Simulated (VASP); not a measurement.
```
YN
1.0
    3.40224     0.00000     0.00000
   -1.70112     2.94642     0.00000
    0.00000     0.00000     5.97220
Y N
2 2
Cartesian
  0.00000   0.00000   0.00000
  0.00000   0.00000   2.98610
  0.00000   1.96428   1.49305
  1.70112   0.98214   4.47915
```

Calculation: r2SCAN meta-GGA, VASP's PBE PAW potentials (set 64) (plane waves; VASP). Run with 520 eV cut-off, 7×7×4 Γ-centred mesh, Gaussian smearing of 0.050 eV, potentials Y_sv N.

Question: Estimate the energy per atom (σ→0).

Answer: 
| Item | Value |
|---|---|
| energy per atom (σ→0) | -16.361 eV/atom |

The structure was generated: YN was put into the NiAs type (P6_3/mmc), which need not be its known phase. It was relaxed first, which changed the volume by -27 %. The start is the result of an earlier pass.
